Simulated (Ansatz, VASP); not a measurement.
# Cross-check of BAs between VASP and Ansatz

Wanted: the spread between two codes on one cell, functional and k mesh. The cell is taken from a series of runs on this material, whose earlier steps may have relaxed, scaled, displaced or heated it; both programs get it as it stands.

Program: Ansatz 0.2.0. Level of theory: plane waves, with VASP 6.6.1 beside it; relaxation of cell and atoms at PBE. Results are calculated unless marked as measured.

## 1. Starting point

Symmetry: F-43m, No. 216, cubic system. Conventional cell: a = 4.809 Å, b = 4.809 Å, c = 4.809 Å, α = 90.00°, β = 90.00°, γ = 90.00°. Nearest to B lie 4 As at 2.08 Å. Nearest to As lie 4 B at 2.08 Å. Farther neighbours are not listed.

## 2. VASP: relaxation of cell and atoms, PBE

The relaxed volume is the usual yardstick between codes: in a stiff, nearly cubic crystal its relative difference is about their pressure difference at one cell divided by the bulk modulus.

Lines of VASP's logs that name or quote its potential files are left out, and so is its time.

INCAR

```
SYSTEM = BAs
PREC = Accurate
ENCUT = 500
EDIFF = 1E-07
NELM = 120
ISMEAR = 0
SIGMA = 0.01
LREAL = .FALSE.
ALGO = Normal
GGA = PE
NBANDS = 10
LORBIT = 11
LWAVE = .FALSE.
LCHARG = .FALSE.
ISIF = 3
IBRION = 2
NSW = 80
EDIFFG = -0.005
LASPH = .TRUE.
GGA_COMPAT = .FALSE.
NELMIN = 4
EFERMI = MIDGAP
```

POSCAR

```
BAs
1.0
    0.0000000000      2.4044110000      2.4044110000
    2.4044110000      0.0000000000      2.4044110000
    2.4044110000      2.4044110000      0.0000000000
B As
1 1
Direct
    0.0000000000      0.0000000000      0.0000000000
    0.2500001040      0.2500001040      0.2500001040
```

KPOINTS

```
Automatic mesh
0
Gamma
12 12 12
0 0 0
```

PAW data sets: B and As (PBE family, release 64).

The run is started by

```bash
$ mpirun -np 1 vasp_std
```

Numbers of over 12 decimals in the logs are rounded to 6 here.

The program printed:

```text
[banner, memory and clock lines left out]
running    1 mpi-ranks, on    1 nodes
 distrk:  each k-point on    1 cores,    1 groups
 distr:  one band on    1 cores,    1 groups

 POSCAR found type information on POSCAR B As
 POSCAR found :  2 types and       2 ions
 LDA part: xc-table for (Slater+PW92), standard interpolation
 POSCAR, INCAR and KPOINTS ok, starting setup
 FFT: planning ... GRIDC
 FFT: planning ... GRID_SOFT
 FFT: planning ... GRID
 WAVECAR not read
 entering main loop
       N       E                     dE             d eps       ncg     rms          rms(c)
DAV:   1     0.125071711787E+02    0.12507E+02   -0.37529E+03  1448   0.686E+02
DAV:   2    -0.113745669002E+02   -0.23882E+02   -0.22953E+02  2026   0.107E+02
DAV:   3    -0.120129242839E+02   -0.63836E+00   -0.63719E+00  1744   0.172E+01
DAV:   4    -0.120145779518E+02   -0.16537E-02   -0.16535E-02  1762   0.959E-01
DAV:   5    -0.120145805675E+02   -0.26157E-05   -0.26156E-05  1718   0.374E-02    0.479E+00
DAV:   6    -0.114743534548E+02    0.54023E+00   -0.15822E+00  1548   0.545E+00    0.234E+00
DAV:   7    -0.114195115545E+02    0.54842E-01   -0.18139E-01  1758   0.225E+00    0.963E-01
DAV:   8    -0.114129879253E+02    0.65236E-02   -0.20424E-02  1588   0.858E-01    0.992E-02
DAV:   9    -0.114132942790E+02   -0.30635E-03   -0.74314E-04  1654   0.169E-01    0.567E-02
DAV:  10    -0.114134594239E+02   -0.16514E-03   -0.22036E-04  1566   0.956E-02    0.130E-02
DAV:  11    -0.114134651222E+02   -0.56982E-05   -0.61053E-06  1836   0.177E-02    0.109E-02
DAV:  12    -0.114134651738E+02   -0.51680E-07   -0.28452E-06  1578   0.984E-03    0.329E-03
DAV:  13    -0.114134652234E+02   -0.49543E-07   -0.83427E-08  1378   0.203E-03
   1 F= -.11413465E+02 E0= -.11413465E+02  d E =-.114135E+02
 curvature:   0.00 expect dE= 0.000E+00 dE for cont linesearch  0.000E+00
 trial: gam= 0.00000 g(F)=  0.841E-42 g(S)=  0.900E-03 ort = 0.000E+00 (trialstep = 0.100E+01)
 search vector abs. value=  0.900E-03
 bond charge predicted
       N       E                     dE             d eps       ncg     rms          rms(c)
DAV:   1    -0.114142145076E+02   -0.74933E-03   -0.17911E-02  1578   0.840E-01    0.130E-01
DAV:   2    -0.114137640302E+02    0.45048E-03   -0.78615E-04  1538   0.149E-01    0.659E-02
DAV:   3    -0.114136176317E+02    0.14640E-03   -0.27944E-04  1574   0.791E-02    0.205E-02
DAV:   4    -0.114136055737E+02    0.12058E-04   -0.16775E-05  1614   0.235E-02    0.125E-02
DAV:   5    -0.114136045729E+02    0.10008E-05   -0.13350E-06  1746   0.674E-03    0.622E-03
DAV:   6    -0.114136046212E+02   -0.48343E-07   -0.94288E-08  1406   0.177E-03
   2 F= -.11413605E+02 E0= -.11413605E+02  d E =-.139398E-03
 trial-energy change:   -0.000139  1 .order   -0.000151   -0.000900    0.000598
 step:   0.5896(harm=  0.6008)  dis= 0.00000  next Energy=   -11.413728 (dE=-0.263E-03)
 bond charge predicted
       N       E                     dE             d eps       ncg     rms          rms(c)
DAV:   1    -0.114138249222E+02   -0.22035E-03   -0.30203E-03  1572   0.346E-01    0.534E-02
DAV:   2    -0.114137513187E+02    0.73603E-04   -0.13081E-04  1532   0.608E-02    0.272E-02
DAV:   3    -0.114137293836E+02    0.21935E-04   -0.47372E-05  1566   0.325E-02    0.853E-03
DAV:   4    -0.114137282431E+02    0.11405E-05   -0.27754E-06  1610   0.956E-03    0.520E-03
DAV:   5    -0.114137283183E+02   -0.75166E-07   -0.22744E-07  1482   0.279E-03
   3 F= -.11413728E+02 E0= -.11413728E+02  d E =-.263095E-03
 curvature:  -0.30 expect dE=-0.101E-06 dE for cont linesearch -0.101E-06
 trial: gam=-0.01899 g(F)=  0.837E-41 g(S)=  0.337E-06 ort = 0.174E-04 (trialstep = 0.918E+00)
 search vector abs. value=  0.227E-09
 reached required accuracy - stopping structural energy minimisation
```

OUTCAR, selected parts (step 2):

```text
ion  position               nearest neighbor table
   1  0.000  0.000  0.000-   2 2.08   2 2.08   2 2.08   2 2.08
   2  0.250  0.250  0.250-   1 2.08   1 2.08   1 2.08   1 2.08

  LATTYP: Found a face centered cubic cell.
 ALAT       =     4.8088220000

 Subroutine GETGRP returns: Found 24 space group operations
 (whereof 24 operations were pure point group operations)

The static configuration has the point symmetry T_d .

 Found     72 irreducible k-points:

   k-points           NKPTS =     72   k-points in BZ     NKDIM =     72   number of bands    NBANDS=     10

   dimension x,y,z NGX =    28 NGY =   28 NGZ =   28
   dimension x,y,z NGXF=    56 NGYF=   56 NGZF=   56

   ENCUT  =  500.0 eV  36.75 Ry    6.06 a.u.   6.20  6.20  6.20*2*pi/ulx,y,z

   NELECT =       8.0000    total number of electrons

 k-points in reciprocal lattice and weights: Automatic mesh
   0.00000000  0.00000000  0.00000000       0.001
   0.08333333  0.00000000  0.00000000       0.005
   0.16666667  0.00000000  0.00000000       0.005
   0.25000000  0.00000000  0.00000000       0.005
   0.33333333  0.00000000  0.00000000       0.005
   0.41666667  0.00000000  0.00000000       0.005
   0.50000000  0.00000000  0.00000000       0.002
   0.08333333  0.08333333  0.00000000       0.003
   0.16666667  0.08333333  0.00000000       0.014
[...]
-0.33333333  0.50000000  0.16666667       0.007
  -0.25000000  0.50000000  0.25000000       0.003

 average (electrostatic) potential at core
       1 -27.0933       2 -49.0163

 E-fermi :   6.4611

 k-point     1 :       0.0000    0.0000    0.0000
  band No.  band energies     occupation
      1      -9.3219      2.00000
      2       5.8565      2.00000
      3       5.8565      2.00000
      4       5.8565      2.00000
      5       9.1025      0.00000
      6       9.1025      0.00000
      7       9.1025      0.00000
      8      10.2317      0.00000
      9      15.3216      0.00000
    ...

 k-point     2 :       0.0833    0.0000    0.0000
  band No.  band energies     occupation
      1      -9.2103      2.00000
      2       4.8270      2.00000
      3       5.6441      2.00000
      4       5.6441      2.00000
      5       9.2083      0.00000
      6       9.3825      0.00000
      7       9.3825      0.00000
      8      10.9033      0.00000
      9      15.7702      0.00000
    ...

 k-point     3 :       0.1667    0.0000    0.0000
  band No.  band energies     occupation
      1      -8.8795      2.00000
      2       2.9377      2.00000
      3       5.1929      2.00000
      4       5.1929      2.00000
      5       9.0433      0.00000
      6       9.9685      0.00000
      7       9.9685      0.00000
      8      12.2896      0.00000
      9      16.7137      0.00000
    ...

  Total        0.0021593      0.0021593      0.0021593      0.0000000      0.0000000      0.0000000
  in kB        0.1238547      0.1238547      0.1238547      0.0000000      0.0000000      0.0000000
  external PRESSURE =       0.1238547 kB  Pullay stress =       0.0000000 kB

  energy-cutoff  :      500.00
  volume of cell :       27.93
      direct lattice vectors                 reciprocal lattice vectors
     0.000000000  2.408223764  2.408223764    -0.207621903  0.207621903  0.207621903
     2.408223764  0.000000000  2.408223764     0.207621903 -0.207621903  0.207621903
     2.408223764  2.408223764 -0.000000000     0.207621903  0.207621903 -0.207621903

 POSITION                                       TOTAL-FORCE (eV/Angst)
 -----------------------------------------------------------------------------------
      0.00000      0.00000      0.00000         0.000000      0.000000      0.000000
      1.20411      1.20411      1.20411        -0.000000     -0.000000     -0.000000
 -----------------------------------------------------------------------------------
    total drift:                               -0.000087     -0.000087     -0.000087

  FREE ENERGIE OF THE ION-ELECTRON SYSTEM (eV)
  ---------------------------------------------------
  free  energy   TOTEN  =       -11.4137283183 eV

  energy  without entropy=      -11.4137283183  energy(sigma->0) =      -11.41372832

 reached required accuracy - stopping structural energy minimisation

 total charge
# of ion       s       p       d       tot
------------------------------------------
    1        0.657   1.153   0.000   1.810
    2        1.173   1.642   0.084   2.900
--------------------------------------------------
tot          1.830   2.795   0.084   4.709

[... 3 further parts left out ...]
```

The run keeps the 24 symmetry operations of its start, so it cannot find a distortion of lower symmetry.

## 3. Ansatz: relaxation of cell and atoms, PBE

Ansatz runs on its default PAW (the set named soft_2) files.

The same cell, functional and mesh now go to Ansatz, which takes its cutoff from its data sets.

input.yaml

```yaml
crystal:
  lattice:
    - [0.0, 2.4044111882, 2.4044111882]
    - [2.4044111882, 0.0, 2.4044111882]
    - [2.4044111882, 2.4044111882, 0.0]
  atoms:
    - { symbol: B, position: [0.0, 0.0, 0.0] }
    - { symbol: As, position: [0.25, 0.25, 0.25] }
kpoints:
  mp_grid: { grid: [12, 12, 12] }
hamiltonian:
  xc: pbe
scf:
  occupations: { method: fixed }
output:
  forces: true
  stress: true
  eigenvalues: true
relax:
  adjacent_minimum: "off"
  f_tol: 0.001
  max_steps: 60
  cell: { stress_tol: 0.01 }
```

The run is started by

```bash
$ ansatz run input.yaml --threads 4 --pin off --max-ram 16384MiB --backend cpu --events-out ev --progress --plain --runs-dir out
```

The program printed:

```text
Engine: ansatz 0.2.0, aarch64-unknown-linux-gnu
Pseudopotentials: kind: paw
Pseudopotential: B, paw, valence charge 3, recommended cutoff 420 eV (normal), B.paw.azcp
Pseudopotential: As, paw, valence charge 15, recommended cutoff 420 eV (normal), As.paw.azcp
Functional definition: PBE
  parameter kappa = 0.804
  parameter beta = 0.066725
  exchange = pbe_x(kappa = kappa, mu = beta*pi^2/3)
  correlation = pbe_c(beta = beta)
Crystal: 2 atoms, lattice volume = 27.801 Å³
Basis set: ecut = 420 eV, 537 PW (Γ), exchange–correlation on 48×48×48 points (8 copies of the dense FFT grid, shifted against one another)
Bands: 13, of which v1, the nominal top of the filled ones, is band 9 counted from 1 (8 counted from 0)
Symmetry: 24 space group operations
Space group: F-43m (ITA 216), of the structure as read, at distance tolerance 3.0e-5 Å
k-points: 72 of 1728 (time reversal used)
Non-local potential: B, projectors of the file, l = 0: 2, l = 1: 2, l = 2: 1
Non-local potential: As, projectors of the file, l = 0: 2, l = 1: 2, l = 2: 3, l = 3: 1
PAW form: soft (Blöchl's): semilocal exchange-correlation on the pseudo side does not see the compensation charge
PAW one-centre angular grid: B, 110 points (default); XC on 64 Gauss nodes
PAW one-centre angular grid: As, 590 points (default); XC on 64 Gauss nodes
Initial density: superposition of atomic densities (neutral atoms: chi_scale 0, normalization atom), corrected by the library's trained network
Initial wavefunctions: pseudopotential atomic-orbital guess
Functional: x = pbe(κ = 0.804, μ = 0.219515), c = pbe(β = 0.066725)
SCF iter   1: F=—  HF=-5012.105284 eV  |F-HF|=—  |Δ(HF+E_count)|=         —  Δρ=7.30e-4  dr2=7.34e-5  ethr=1.77e-3  ⟨swp⟩=4.4  Hψ=4695  notcnv=0  defer=98
preconditioner: auto → none  [insulator: Δε(μ)=1.213 eV  Ē_g=12.256 eV  n_scr=8 (ndim 8)  ℏωp=19.9 eV  f_vac=0.001  ε∞_Penn≈3.6]
SCF iter   2: F=—  HF=-5012.105271 eV  |F-HF|=—  |Δ(HF+E_count)|=   1.29e-5  Δρ=4.18e-4  dr2=2.93e-5  ethr=4.08e-7  ⟨swp⟩=2.7  Hψ=2297  notcnv=0  defer=136
SCF iter   3: F=—  HF=-5012.105290 eV  |F-HF|=—  |Δ(HF+E_count)|=   1.87e-5  Δρ=2.39e-4  dr2=4.22e-6  ethr=1.63e-7  ⟨swp⟩=2.7  Hψ=1563  notcnv=0  defer=139
SCF iter   4: F=—  HF=-5012.105315 eV  |F-HF|=—  |Δ(HF+E_count)|=   2.54e-5  Δρ=5.50e-5  dr2=1.27e-6  ethr=2.35e-8  ⟨swp⟩=2.0  Hψ=1587  notcnv=0  defer=142
iter 5 did not close the SCF: its close was put off for the readings that it lacked (scf_convergence_deferred on its scf_iter line)
SCF iter   5: F=-5012.105315 eV  HF=-5012.105315 eV  |F-HF|=3.92e-8  |Δ(HF+E_count)|=   6.68e-7  Δρ=1.12e-5  dr2=5.07e-8  ethr=7.04e-9  ⟨swp⟩=2.0  Hψ=1570  notcnv=0  defer=139
SCF iter   6: F=-5012.105315 eV  HF=-5012.105315 eV  |F-HF|=1.42e-8  |Δ(HF+E_count)|=   6.99e-9  Δρ=5.51e-6  dr2=1.06e-8  ethr=2.82e-10  ⟨swp⟩=5.5  Hψ=4343  notcnv=0
SCF 1 converged in 6 iterations: F = -5012.105315 eV  dr2 = 1.06e-8
  greatest PAW one-centre occupation: 0.999 electrons in one spin orbital (limit 2), on the As atom at site 1 (counted from 0), in its partial waves of l = 2
relax step   1: F+E_penalty+E_count = -5012.10531468 eV  Δ(F+E_penalty+E_count) = +0.000e0 eV  max|allowed force component| = 2.775e-16 eV/Å  Δτ_max = 0.0000 Å  P = +0.040 GPa  Ω = 27.801 Å³  (6 SCF iters, dr2 threshold 1.00e-7 eV, accepted)
[...]
relax step   2: F+E_penalty+E_count = -5012.10531188 eV  Δ(F+E_penalty+E_count) = +2.801e-6 eV  max|allowed force component| = 3.314e-17 eV/Å  Δτ_max = 0.0000 Å  P = +0.010 GPa  Ω = 27.807 Å³  energy of the carried Pulay correction = -3.766e-6 eV  (3 SCF iters, dr2 threshold 3.98e-9 eV, accepted)
[...]
relax step   3: F+E_penalty+E_count = -5012.10531066 eV  Δ(F+E_penalty+E_count) = +1.222e-6 eV  max|allowed force component| = 5.204e-17 eV/Å  Δτ_max = 0.0000 Å  P = +0.000 GPa  Ω = 27.809 Å³  energy of the carried Pulay correction = -5.056e-6 eV  (4 SCF iters, dr2 threshold 2.59e-10 eV, accepted)
[...]
relax step   4: F+E_penalty+E_count = -5012.10533730 eV  Δ(F+E_penalty+E_count) = -2.663e-5 eV  max|allowed force component| = 1.457e-16 eV/Å  Δτ_max = 0.0000 Å  P = -0.000 GPa  Ω = 27.809 Å³  stress off target by 5.08e-6 GPa  SCF on the basis re-selected at this cell (its energy is not comparable with the rows above)  (4 SCF iters)
basis re-selected at this cell: Δ(F+E_penalty+E_count) = -2.663e-5 eV, ΔP = -0.000 GPa vs the last step (what re-selecting the basis moved, of the pressure what is left beyond the Pulay correction that the steps carried, after the strain that the cell walked since its last selection, with what the two solves' SCF thresholds leave and, on support functions, any second-order correction that the steps lacked; it is no m [...]
SCF converged after 4 iterations
Free energy (F): -5012.105337 eV
Harris-Foulkes:  -5012.105337 eV  (|F-HF|=1.82e-12)
Internal energy: -5012.105337 eV  (E = F + TS)
E sigma→0 (E₀):  -5012.105337 eV
Fermi energy:    10.805591 eV
--- Per-component energies (eV) ---
  E_band       = -215.120176
  E_kinetic    = 151.194489
  E_local      = -1711.616816  (includes V_loc(G=0)·N_el)
  E_nonlocal   = -657.826120
  E_hartree    = 946.714468
  E_xc         = -111.107954
  E_vxc        = -117.235907  (∫ρ·V_xc dr)
  E_paw        = -1915.279128  (= ΣΔE_a)
  E_vpaw       = 226.935244  (= ΣTr[D̂ρ^β])
  E_aug_tail   = 0.000006  (compensation charges beyond the density's cutoff)
  E_ewald      = -1714.184283
  E_smearing   = -0.000000  (= −TS)
  E_closure    = -0.000000  (closes the sum)
  Σ components = -5012.105337   (vs F -5012.105337, Δ=0.00e0)
--- Forces (eV/Å), atoms counted from 1 ---
  atom   1  B      0.00000000    -0.00000000    -0.00000000
  atom   2  As    -0.00000000    -0.00000000    -0.00000000
  max |Σ_I F_I| component: 3.19e-16 eV/Å
--- Stress (GPa, compression-positive) ---
       -0.000005       0.000000       0.000000
        0.000000      -0.000005       0.000000
       -0.000000       0.000000      -0.000005
  P = ⅓ Tr σ = -0.0000 GPa (-0.000 kbar)
--- Band table (eV; the first three rows and the last of 72) ---
  k-point 0: bands = [... 5 lower, -4.4149, 10.8056, 10.8056, 10.8056, 14.0616, 14.0616, 14.0616, 15.2239]
  k-point 1: bands = [... 5 lower, -4.3029, 9.7749, 10.5925, 10.5925, 14.1731, 14.3431, 14.3431, 15.8911]
  k-point 2: bands = [... 5 lower, -3.9705, 7.8817, 10.1398, 10.1398, 14.0127, 14.9322, 14.9322, 17.2754]
  k-point 71: bands = [... 5 lower, -0.1884, 2.8452, 5.4473, 5.7371, 16.0665, 16.6367, 17.5777, 17.7271]
--- Relaxed structure (3 steps of the walk, 3 accepted, 1 SCFs on fresh bases) ---
  F+E_penalty+E_count = -5012.10533730 eV   max|allowed force component| = 1.457e-16 eV/Å   (the final SCF, on the basis selected at the relaxed cell)
  cell:  # Å, volume = 27.8090 Å³
    - [0, 2.404650, 2.404650]
    - [2.404650, 0, 2.404650]
    - [2.404650, 2.404650, 0]
  atoms:
    - { symbol: B, position: [0, 0, 0] }
    - { symbol: As, position: [0.250000, 0.250000, 0.250000] }
```

## 4. Differences

Known differences besides the potentials themselves: fixed occupations in Ansatz, narrow Gaussian smearing in VASP; the data sets hold 18 valence electrons in Ansatz (on its default PAW (the set named soft_2) files) and 8 in VASP; the cutoff is 420 eV in Ansatz and 500 eV in VASP; Ansatz adds a Pulay correction to the stress that steers its cell, VASP none. Total energies have different zeros and are not compared.

Both answers:

| quantity | Ansatz | VASP | difference |
| --- | --- | --- | --- |
| volume (Å³) | 27.81 | 27.93 | -0.44 % |
| edge a after relaxation, in the typed setting (Å) | 3.401 | 3.406 | -0.15 % |

## 5. Results

```json
{
  "difference in volume (relaxation of cell and atoms, PBE)": "-0.44 %"
}
```

In words: The difference in volume is -0.44 % (relaxation of cell and atoms, PBE), within the 1.2 % picked in this series as the mark of a large difference, as far as the stopping tolerances let one tell. The data sets hold unlike numbers of valence electrons (18 in Ansatz and 8 in VASP), so part of the differences comes from the potentials. 1 further run of this series is not shown here. How closely two codes agree says nothing of how well the functional describes the real material.

[Lines on the potential files, build, host, timing and source positions are cut from VASP's logs without a mark.]

[Logs are printed without paths, hosts, clocks, repeated set-up lines and the standing remarks that a program may print on its own settings, such as how far it seeks lower states.]

[Hosts, paths, dates, database ids (printed as entryN), source tags and the programs' standing remarks are cut or masked in the printed files.]
